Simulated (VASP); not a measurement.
NiO:

```xyz
2
Lattice="1.4381 0.8303 2.3308 -1.4381 0.8303 2.3308 0.0000 -1.6606 2.3308" Properties=species:S:1:pos:R:3 pbc="T T T"
Ni    1.4381    0.8303    2.3308
O     0.0000    0.0000    3.4962
```

The cell was built by a generator and needn't be a form met in nature.

Base run:

```yaml
Program: VASP 6.6.1
Functional: PBE
Potentials_or_basis: VASP PAW PBE potentials, release 64 (Ni, O)
Cutoff: 520 eV
k_mesh: 9 × 9 × 9
Occupations: gaussian, width 0.02 eV
Spin: collinear spin, ferromagnetic start
Starting_moments: "[2.0, 0.0] μB"
```

Its results: band gap on the k mesh none (metal or under the smearing width); net moment 1.26 μB per cell; site moments Ni +1.06; O +0.17 μB.

**Question.** The run is repeated on the same cell with these changes: cutoff from 520 eV to 400 eV. What comes out?

**Answer.** Band gap on the k mesh none (metal or under the smearing width); net moment 1.37 μB per cell; site moments Ni +1.15; O +0.20 μB.

Caveats: a cell with one magnetic atom can't hold antiferromagnetic order, which such compounds often take; semilocal functionals often make such compounds metallic where correlation or magnetic order opens a gap, which also shifts bond lengths.
